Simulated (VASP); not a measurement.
Here is the system:

```yaml
crystal:
  lattice:
    - [1.67531, -2.90173, 0.00000]
    - [1.67531, 2.90173, 0.00000]
    - [0.00000, 0.00000, 5.41105]
  atoms:
    - { symbol: Zn, position: [0.66667, 0.33333, 0.50144] }
    - { symbol: Zn, position: [0.33333, 0.66667, 0.00144] }
    - { symbol: O, position: [0.66667, 0.33333, 0.88056] }
    - { symbol: O, position: [0.33333, 0.66667, 0.38056] }
```

Method: PBE GGA, VASP's PBE PAW potentials (set 64) (plane waves; VASP). Settings: 520 eV cut-off, 9×9×5 Γ-centred mesh, Gaussian smearing of 0.050 eV, potentials Zn O.

Question: Give the stress tensor in GPa (positive for a compressed cell).

Answer: 
```
-6.57   0.00   0.00
 0.00  -6.57   0.00
 0.00   0.00  -6.60
```
The pressure is its mean diagonal, -6.58 GPa.

The compound is ZnO in the wurtzite structure. This cell is one point of a volume scan, at 1.06 of the reference volume.
